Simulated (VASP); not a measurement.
A convergence study with VASP on Ru (hcp): a few settings are varied, all else stays as given below, so the limit is that of these other settings. The cell's lengths are 1 % over those of the tabulated start and one atom is moved, so it is off equilibrium.

```yaml
crystal:
  lattice:
    - [1.36855, -2.37040, 0.00000]
    - [1.36855, 2.37040, 0.00000]
    - [0.00000, 0.00000, 4.32280]
  atoms:
    - { symbol: Ru, position: [0.33333, 0.66667, 0.25000] }
    - { symbol: Ru, position: [0.68881, 0.35547, 0.75000] }
```

Level of theory: LDA (Ceperley-Alder, Perdew-Zunger), VASP's LDA PAW potentials (set 64) (plane waves; VASP). The last row used: LREAL = Auto, 600 eV cut-off, 13×13×8 Γ-centred mesh, first-order Methfessel-Paxton smearing of 0.10 eV, potentials Ru_pv.

| setting | E (eV/atom) | pressure (GPa) | largest force (eV/Å) | plane waves |
|---|---|---|---|---|
| ENCUT = 300, LREAL = .FALSE., PREC = Normal | -10.6366 | -21.44 | 0.372 | 341 |
| ENCUT = 400, LREAL = .FALSE., PREC = Normal | -10.6263 | -21.50 | 0.371 | 537 |
| ENCUT = 500, LREAL = .FALSE., PREC = Normal | -10.6269 | -20.65 | 0.371 | 727 |
| ENCUT = 600, LREAL = .FALSE., PREC = Normal | -10.6269 | -20.70 | 0.371 | 965 |
| ENCUT = 300, LREAL = .FALSE., PREC = Accurate | -10.6365 | -21.40 | 0.372 | 341 |
| ENCUT = 400, LREAL = .FALSE., PREC = Accurate | -10.6262 | -21.50 | 0.371 | 537 |
| ENCUT = 500, LREAL = .FALSE., PREC = Accurate | -10.6269 | -20.65 | 0.371 | 727 |
| ENCUT = 600, LREAL = .FALSE., PREC = Accurate | -10.6269 | -20.70 | 0.371 | 965 |
| ENCUT = 300, LREAL = Auto, PREC = Normal | -10.6371 | -21.41 | 0.377 | 341 |
| ENCUT = 400, LREAL = Auto, PREC = Normal | -10.6282 | -21.45 | 0.372 | 537 |
| ENCUT = 500, LREAL = Auto, PREC = Normal | -10.6280 | -20.62 | 0.371 | 727 |
| ENCUT = 600, LREAL = Auto, PREC = Normal | -10.6272 | -20.59 | 0.369 | 965 |
| ENCUT = 300, LREAL = Auto, PREC = Accurate | -10.6364 | -21.42 | 0.372 | 341 |
| ENCUT = 400, LREAL = Auto, PREC = Accurate | -10.6267 | -21.52 | 0.370 | 537 |
| ENCUT = 500, LREAL = Auto, PREC = Accurate | -10.6276 | -20.68 | 0.370 | 727 |
| ENCUT = 600, LREAL = Auto, PREC = Accurate | -10.6273 | -20.66 | 0.365 | 965 |

Left out are rungs that failed or repeat a setting and relaxations that didn't move; long series are thinned to 24 rows.

The compound is Ru in the hcp structure. The cell was not relaxed at this level, it is distorted from the ideal structure.
